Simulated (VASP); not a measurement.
Calculation: PBE GGA, VASP's PBE PAW potentials (set 64) (plane waves; VASP).

VASP ran on this input.

KPOINTS:
```
Automatic mesh
0
Gamma
4 4 4
0 0 0
```

### INCAR
```
# general
SYSTEM=MgO
PREC  =Normal
ENCUT =500
LREAL =.FALSE.
LASPH =.TRUE.

# electronic loop
EDIFF =1E-8
NELM  =100
ALGO  =Normal

# smearing
ISMEAR=0
SIGMA =0.01

# functional
GGA   =PE

# output
LWAVE =.TRUE.
LCHARG=.FALSE.
```

### POSCAR
```
MgO
1
    0.0000000000     2.1327010000     2.1327010000
    2.1327010000     0.0000000000     2.1327010000
    2.1327010000     2.1327010000     0.0000000000
Mg O
1 1
Direct
  0.0000000000   0.0000000000   0.0000000000
  0.5000000000   0.5000000000   0.5000000000
```

POTCAR, in this order: Mg_sv_GW O_GW_new (PBE.64 set). Program: vasp_std.

The resulting files:

**OUTCAR**
```
 ion  position               nearest neighbor table
   1  0.000  0.000  0.000-   2 2.13   2 2.13   2 2.13   2 2.13   2 2.13   2 2.13
   2  0.500  0.500  0.500-   1 2.13   1 2.13   1 2.13   1 2.13   1 2.13   1 2.13
  LATTYP: Found a face centered cubic cell.
 ALAT       =     4.2654020000
 Subroutine PRICEL returns:
 Original cell was already a primitive cell.
 Subroutine GETGRP returns: Found 48 space group operations
The static configuration has the point symmetry O_h .
The dynamic configuration has the point symmetry O_h .
 Subroutine INISYM returns: Found 48 space group operations
 Subroutine IBZKPT returns following result:
 Found      8 irreducible k-points:

 Following reciprocal coordinates:
            Coordinates               Weight
  0.000000  0.000000  0.000000      1.000000
  0.250000  0.000000  0.000000      8.000000
  0.500000  0.000000  0.000000      4.000000
  0.250000  0.250000  0.000000      6.000000
  0.500000  0.250000  0.000000     24.000000
 -0.250000  0.250000  0.000000     12.000000
  0.500000  0.500000  0.000000      3.000000
 -0.250000  0.500000  0.250000      6.000000
   k-points           NKPTS =      8   k-points in BZ     NKDIM =      8   number of bands    NBANDS=     12
...
```

OSZICAR:
```
       N       E                     dE             d eps       ncg     rms          rms(c)
DAV:   1     0.131381738246E+03    0.13138E+03   -0.92609E+03   236   0.247E+03
DAV:   2    -0.181438920153E+02   -0.14953E+03   -0.13552E+03   260   0.723E+02
DAV:   3    -0.272406488438E+02   -0.90968E+01   -0.89994E+01   268   0.139E+02
DAV:   4    -0.274144436547E+02   -0.17379E+00   -0.17319E+00   232   0.191E+01
DAV:   5    -0.274202880847E+02   -0.58444E-02   -0.58433E-02   284   0.371E+00    0.193E+01
DAV:   6    -0.260515949475E+02    0.13687E+01   -0.34051E+00   304   0.330E+01    0.176E+01
DAV:   7    -0.260241743402E+02    0.27421E-01   -0.11708E-01   224   0.451E+00    0.116E+01
DAV:   8    -0.260106629376E+02    0.13511E-01   -0.52240E-02   240   0.571E+00    0.155E+00
DAV:   9    -0.260090405454E+02    0.16224E-02   -0.41269E-03   308   0.125E+00    0.412E-01
DAV:  10    -0.260091482099E+02   -0.10766E-03   -0.12195E-04   208   0.208E-01    0.599E-02
DAV:  11    -0.260091439977E+02    0.42123E-05   -0.16897E-05   316   0.658E-02    0.710E-03
DAV:  12    -0.260091452022E+02   -0.12046E-05   -0.69041E-07   220   0.291E-02    0.213E-03
DAV:  13    -0.260091455294E+02   -0.32715E-06   -0.18688E-07   316   0.942E-03    0.110E-03
DAV:  14    -0.260091455251E+02    0.42710E-08   -0.16042E-08   196   0.243E-03
   1 F= -.26009146E+02 E0= -.26009146E+02  d E =-.182002-106
```

OUTCAR:
```
------------------------ aborting loop because EDIFF is reached ----------------------------------------
  FORCE on cell =-STRESS in cart. coord.  units (eV):
  Direction    XX          YY          ZZ          XY          YZ          ZX
  --------------------------------------------------------------------------------------
  Total       -0.5260439     -0.5260439     -0.5260439      0.0000000      0.0000000     -0.0000000
  in kB      -43.4422848    -43.4422848    -43.4422848      0.0000000      0.0000000     -0.0000000
  external PRESSURE =     -43.4422848 kB  Pullay stress =       0.0000000 kB
  volume of cell :       19.40
      direct lattice vectors                 reciprocal lattice vectors
     0.000000000  2.132701000  2.132701000    -0.234444491  0.234444491  0.234444491
     2.132701000  0.000000000  2.132701000     0.234444491 -0.234444491  0.234444491
     2.132701000  2.132701000  0.000000000     0.234444491  0.234444491 -0.234444491
  FREE ENERGIE OF THE ION-ELECTRON SYSTEM (eV)
  ---------------------------------------------------
  free  energy   TOTEN  =       -26.0091455251 eV

  energy  without entropy=      -26.0091455251  energy(sigma->0) =      -26.00914553
```
(Selected blocks of OUTCAR.)

OUTCAR:
```
 val. band max:        4.0810063756   @ k =   0.0000   0.0000   0.0000

 cond. band min:       8.4518068977   @ k =   0.0000   0.0000   0.0000


 Fermi energy:         4.2350003650

 k-point     1 :       0.0000    0.0000    0.0000
  band No.  band energies     occupation
      1     -68.3718      2.00000
      2     -35.0999      2.00000
      3     -35.0997      2.00000
      4     -35.0997      2.00000
      5     -12.9821      2.00000
      6       4.0796      2.00000
      7       4.0810      2.00000
      8       4.0810      2.00000
      9       8.4518      0.00000
     10      19.6605      0.00000
     11      19.6605      0.00000
     12      19.6606      0.00000

 k-point     2 :       0.2500    0.0000    0.0000
  band No.  band energies     occupation
      1     -68.3644      2.00000
      2     -35.1371      2.00000
      3     -35.1039      2.00000
      4     -35.1037      2.00000
      5     -12.4170      2.00000
      6       1.4964      2.00000
      7       3.7629      2.00000
      8       3.7640      2.00000
      9      10.8341      0.00000
     10      16.4138      0.00000
     11      20.4283      0.00000
     12      20.4286      0.00000

 k-point     3 :       0.5000    0.0000    0.0000
  band No.  band energies     occupation
      1     -68.3593      2.00000
      2     -35.1739      2.00000
      3     -35.1079      2.00000
      4     -35.1077      2.00000
      5     -11.7590      2.00000
      6      -0.3681      2.00000
      7       3.4706      2.00000
      8       3.4716      2.00000
      9      11.7455      0.00000
     10      16.2718      0.00000
     11      20.0295      0.00000
     12      20.0301      0.00000

 k-point     4 :       0.2500    0.2500    0.0000
  band No.  band energies     occupation
      1     -68.3648      2.00000
      2     -35.1335      2.00000
      3     -35.1124      2.00000
      4     -35.1123      2.00000
      5     -12.2700      2.00000
      6       1.5256      2.00000
...
```

The compound is MgO in the rock salt structure. This cell is one point of a volume scan, at 1.04 of the reference volume. The k-mesh is coarse (spacing up to 0.64 per Å, 2π included), so the numbers may not be converged in it.
